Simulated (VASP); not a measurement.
# GeW (Fm-3m) in VASP: RPA correlation energy with PBE

Aim: the RPA correlation energy of GeW with PBE.

Everything below comes from runs of VASP 6.6.1. Logs are shortened: lines on timing, memory, paths and dates and some standing lists are left out, and cuts for length are marked.

### Step 1. The cell of the first run

The structure is cubic, space group Fm-3m (No. 225). Conventional cell: a = 5.086 Å, b = 5.086 Å, c = 5.086 Å, α = 90.00°, β = 90.00°, γ = 90.00°. Ge (site symmetry m-3m) has 6 W at 2.54 Å as nearest neighbours. W (site symmetry m-3m) is surrounded by 6 Ge at 2.54 Å.

The cell was built by a generator and needn't be a form met in nature.

### Step 2. RPA correlation energy, PBE (volume scaled by 0.96)

Input file POSCAR:

```
GeW
1.0
    0.0000000000      2.5427731620      2.5427731620
    2.5427731620      0.0000000000      2.5427731620
    2.5427731620      2.5427731620      0.0000000000
Ge W
1 1
Direct
    0.5000000000      0.5000000000      0.5000000000
    0.0000000000      0.0000000000      0.0000000000
```

Input file INCAR.step1:

```
SYSTEM = GeW
PREC = Accurate ; ENCUT = 400
EDIFF = 1E-8 ; ISMEAR = 0
SIGMA = 0.05 ; LREAL = .False.
LASPH = .True. ; NELM = 60
ALGO = Normal ; LWAVE = .True.
LCHARG = .False. ; GGA = PE
```

Input file INCAR.step2:

```
SYSTEM = GeW
PREC = Accurate ; ENCUT = 400
EDIFF = 1E-8 ; ISMEAR = 0
SIGMA = 0.05 ; LREAL = .False.
LASPH = .True. ; NELM = 1
ALGO = EIGENVAL ; LWAVE = .False.
LCHARG = .False. ; GGA = PE
LHFCALC = .True. ; AEXX = 1.0
ALDAC = 0.0 ; AGGAC = 0.0
ISTART = 1 ; PRECFOCK = Fast
```

Input file INCAR.step3:

```
SYSTEM = GeW
PREC = Accurate ; ENCUT = 400
EDIFF = 1E-8 ; ISMEAR = 0
SIGMA = 0.05 ; LREAL = .False.
LASPH = .True. ; NELM = 1
ALGO = Exact ; LWAVE = .True.
LCHARG = .False. ; GGA = PE
NBANDS = 610 ; LOPTICS = .True.
ISTART = 1
```

Input file INCAR.step4:

```
SYSTEM = GeW
PREC = Accurate ; ENCUT = 400
EDIFF = 1E-8 ; ISMEAR = 0
SIGMA = 0.05 ; LREAL = .False.
LASPH = .True. ; NELM = 60
ALGO = ACFDT ; LWAVE = .False.
LCHARG = .False. ; GGA = PE
NBANDS = 610 ; ENCUTGW = 200
NOMEGA = 8 ; ISTART = 1
PRECFOCK = Fast
```

Input file KPOINTS:

```
Automatic mesh
0
Gamma
  4 4 4
  0 0 0
```

Potentials or basis: VASP PAW PBE potentials, release 64 (Ge_d_GW, W_sv_GW).

Command:

```
$ cat potpaw_PBE.64/Ge_d_GW/POTCAR potpaw_PBE.64/W_sv_GW/POTCAR > POTCAR
$ cp INCAR.step1 INCAR
$ mpirun -np 1 vasp_std > vasp.out
$ cp INCAR.step2 INCAR
$ mpirun -np 1 vasp_std > vasp.out
$ cp INCAR.step3 INCAR
$ mpirun -np 1 vasp_std > vasp.out
$ cp INCAR.step4 INCAR
$ mpirun -np 1 vasp_std > vasp.out
```

OUTCAR:

```text
SYSTEM = GeW
   PREC = Accurate
   ENCUT = 400
   EDIFF = 1E-8
   ISMEAR = 0
   LREAL = .False.
   LASPH = .True.
   NELM = 60
   GGA = PE
   ENCUTGW = 200
   ISTART = 1
   PRECFOCK = Fast

 ion  position               nearest neighbor table
   1  0.500  0.500  0.500-   2 2.54   2 2.54   2 2.54   2 2.54   2 2.54   2 2.54
   2  0.000  0.000  0.000-   1 2.54   1 2.54   1 2.54   1 2.54   1 2.54   1 2.54

  LATTYP: Found a face centered cubic cell.
 ALAT       =     5.0855463240

  Lattice vectors:

 A1 = (   0.0000000000,   2.5427731620,   2.5427731620)
 A2 = (   2.5427731620,   0.0000000000,   2.5427731620)
 A3 = (   2.5427731620,   2.5427731620,   0.0000000000)

Analysis of symmetry for initial positions (statically):
=====================================================================
 Subroutine PRICEL returns:
 Original cell was already a primitive cell.

 Routine SETGRP: Setting up the symmetry group for a
 face centered cubic supercell.

 Subroutine GETGRP returns: Found 48 space group operations
 (whereof 48 operations were pure point group operations)
 out of a pool of 48 trial point group operations.

The static configuration has the point symmetry O_h .

Analysis of symmetry for dynamics (positions and initial velocities):
=====================================================================
 Subroutine PRICEL returns:
 Original cell was already a primitive cell.

 Routine SETGRP: Setting up the symmetry group for a
 face centered cubic supercell.

 Subroutine GETGRP returns: Found 48 space group operations
 (whereof 48 operations were pure point group operations)
 out of a pool of 48 trial point group operations.

The dynamic configuration has the point symmetry O_h .

 Subroutine INISYM returns: Found 48 space group operations
 (whereof 48 operations are pure point group operations),
 and found     1 'primitive' translations

----------------------------------------------------------------------------------------

                                     Primitive cell

  volume of cell :      32.8816

  direct lattice vectors                    reciprocal lattice vectors
     0.000000000  2.542773162  2.542773162    -0.196635708  0.196635708  0.196635708
     2.542773162  0.000000000  2.542773162     0.196635708 -0.196635708  0.196635708
     2.542773162  2.542773162  0.000000000     0.196635708  0.196635708 -0.196635708

  length of vectors
     3.596024292  3.596024292  3.596024292     0.340583036  0.340583036  0.340583036

  position of ions in fractional coordinates (direct lattice)
     0.500000000  0.500000000  0.500000000
     0.000000000  0.000000000  0.000000000

  ion indices of the primitive-cell ions
   primitive index   ion index
                 1           1
                 2           2

----------------------------------------------------------------------------------------

 KPOINTS: Automatic mesh

Automatic generation of k-mesh.
 Grid dimensions read from file:
 generate k-points for:    4    4    4

 Generating k-lattice:

  Cartesian coordinates                     Fractional coordinates (reciprocal lattice)
    -0.049158927  0.049158927  0.049158927     0.250000000  0.000000000  0.000000000
     0.049158927 -0.049158927  0.049158927     0.000000000  0.250000000  0.000000000
     0.049158927  0.049158927 -0.049158927     0.000000000  0.000000000  0.250000000

  Length of vectors
     0.085145759  0.085145759  0.085145759

  Shift w.r.t. Gamma in fractional coordinates (k-lattice)
     0.000000000  0.000000000  0.000000000

 Subroutine IBZKPT returns following result:
 ===========================================

 Found      8 irreducible k-points:

 Following reciprocal coordinates:
            Coordinates               Weight
  0.000000  0.000000  0.000000      1.000000
  0.250000  0.000000  0.000000      8.000000
  0.500000  0.000000  0.000000      4.000000
  0.250000  0.250000  0.000000      6.000000
  0.500000  0.250000  0.000000     24.000000
 -0.250000  0.250000  0.000000     12.000000
  0.500000  0.500000  0.000000      3.000000
 -0.250000  0.500000  0.250000      6.000000
   k-points           NKPTS =      8   k-points in BZ     NKDIM =     64   number of bands    NBANDS=    610
   number of dos      NEDOS =    301   number of ions     NIONS =      2
   total plane-waves  NPLWV =  13824
   dimension x,y,z NGX =    24 NGY =   24 NGZ =   24
   dimension x,y,z NGXF=    48 NGYF=   48 NGZF=   48
   ions per type =               1   1
   NGX,Y,Z   is equivalent  to a cutoff of  11.10, 11.10, 11.10 a.u.
   NGXF,Y,Z  is equivalent  to a cutoff of  22.19, 22.19, 22.19 a.u.
 SYSTEM =  GeW
   PREC   = accura    normal or accurate (medium, high low for compatibility)
   ISTART =      1    job   : 0-new  1-cont  2-samecut
   ICHARG =      0    charge: 1-file 2-atom 10-const
   ISPIN  =      1    spin polarized calculation?
   LNONCOLLINEAR =      F non collinear calculations
   LSORBIT =      F    spin-orbit coupling
   LASPH  =      T    aspherical Exc in radial PAW
   ENCUT  =  400.0 eV  29.40 Ry    5.42 a.u.   5.86  5.86  5.86*2*pi/ulx,y,z
   NELM   =     60;   NELMIN=  2; NELMDL=  0     # of ELM steps
   EDIFF  = 0.1E-07   stopping-criterion for ELM
   LREAL  =      F    real-space projection
   EDIFFG = 0.1E-06   stopping-criterion for IOM
   NSW    =      0    number of steps for IOM
   IBRION =     -1    ionic relax: 0-MD 1-quasi-New 2-CG
   NFREE  =      0    steps in history (QN), initial steepest desc. (CG)
   ISIF   =      0    stress and relaxation
   ISYM   =      3    0-nonsym 1-usesym 2-fastsym
   POTIM  = 0.5000    time-step for ionic-motion
   TEBEG  =    0.0;   TEEND  =   0.0 temperature during run
   PSTRESS=    0.0 pullay stress
   NELECT =      28.0000    total number of electrons
   NUPDOWN=      -1.0000    fix difference up-down
   EMIN   =  10.00;   EMAX   =-10.00  energy-range for DOS
   EFERMI =   0.00;   METHOD = LEGACY
   ISMEAR =     0;   SIGMA  =   0.05  broadening in eV -4-tet -1-fermi 0-gaus
   EFERMI_NEDOS =   21; number of points for ismear=-14 and -15
   IALGO  =     38    algorithm
   IMIX   =      4    mixing-type and parameters
     AMIX     =   0.40;   BMIX     =  1.00
     AMIX_MAG =   1.60;   BMIX_MAG =  1.00
  volume/ion in A,a.u.               =      16.44       110.95
  Fermi-wavevector in a.u.,A,eV,Ry     =   1.551708  2.932302 32.760060  2.407797
  Thomas-Fermi vector in A             =   2.656188
   LORBIT       =      0    0 simple, 1 ext, 2 COOP (PROOUT), +10 PAW based schemes
   GGA     = PE    functional components
   LHFCALC =     T    Hartree Fock is set to
   PRECFOCK=fast      Normal, Fast or Accurate (Low or Medium for compatibility)
   ENCUT4O =  -1.0   cutoff for four orbital integrals eV
   NKREDX  =     1    reduce k-point grid by
   NKREDY  =     1    reduce k-point grid by
   NKREDZ  =     1    reduce k-point grid by
   AEXX    =    1.0000 exact exchange contribution
   HFSCREEN=    0.0000 screening length (either q_TF or 0.3 A-1)
   HFSCREENC=   0.0000 screening length for correlation (either q_TF or 0.3 A-1)
   ENCUTFOCK=  -1.0 apply spherical cutoff to Coloumb kernel
   IVDW    =     0    specifies the selected vdW correction
   LEPSILON=     F    determine dielectric tensor
   LRPA    =     F    only Hartree local field effects (RPA)
   LRPAFORCE           =     F    calculate RPA forces
   ENCUTGW             = 200.0    cutoff for response function in eV
   ENCUTGWSOFT         = 160.0    soft cutoff for Coulomb kernel in GW response function in eV
   ENCUTLF             =  -1.0    cutoff for local field effects
   NELMGW              =     1    number of iterations in solving QP/BSE equation
   NELMHF              =     1    number of iterations in the inner HF iteration
   NKREDLFX            =     1    NKREDLFY  =   1   NKREDLFZ  =   1
 non-spin polarized calculation
 Gauss-broadening in eV      SIGMA  =   0.05
  energy-cutoff  :      400.00
  volume of cell :       32.88
 maximum number of plane-waves:       610
  NGX = 14; NGY = 14; NGZ = 14
   NGX = 11   NGY = 11   NGZ = 11
 maximum number of plane-waves:       222

      cutoff energy     smooth cutoff   RPA   correlation   Hartree contr. to MP2
---------------------------------------------------------------------------------
            200.000           160.000      -32.1480374569     -124.8017907183
            190.476           152.381      -31.8558866373     -124.4168468560
            181.406           145.125      -31.5539284695     -124.0183311397
            172.768           138.214      -31.2378233883     -123.6010523513
            164.541           131.632      -30.9123179272     -123.1716718837
            156.705           125.364      -30.5790911502     -122.7316908289
            149.243           119.394      -30.2352000045     -122.2784964579
            142.136           113.709      -29.8812497863     -121.8138582215
  linear regression
  converged value                          -35.4904773996     -129.2091290310
```

Wall time 18 min (1 thread of AMD EPYC 7R43 (Zen 3), shared host); peak memory 0.54 GiB.

Results:

```yaml
Band_gap_on_the_k_mesh_mean-field_level: none (metal or under the smearing width)
RPA_correlation_energy: -17.745 eV/atom
RPA_total_energy_per_cell: -63.194 eV
RPA_correlation_energy_per_cell: -35.490 eV
```

Levels at points of the mesh, in eV from the Fermi level:
| k point | band 11 | band 12 | band 13 | band 14 | band 15 | band 16 | band 17 | band 18 |
| --- | --- | --- | --- | --- | --- | --- | --- | --- |
| (0.00, 0.00, 0.00) | -1.39 | -1.39 | -1.39 | -0.58 | -0.58 | 2.90 | 2.90 | 2.90 |
| (0.50, 0.00, 0.00) | -6.91 | -3.57 | -3.57 | 0.84 | 0.84 | 1.66 | 5.05 | 8.13 |
| (0.50, 0.50, 0.00) | -4.01 | -3.25 | -0.05 | -0.05 | 0.46 | 1.56 | 1.56 | 2.06 |

Caveat: the k mesh is coarse (spacing up to 0.53 Å⁻¹), so the values aren't converged; the ground state has no gap, which makes the many-body step unreliable. The run has no spin-orbit coupling, so splittings on W are missing.
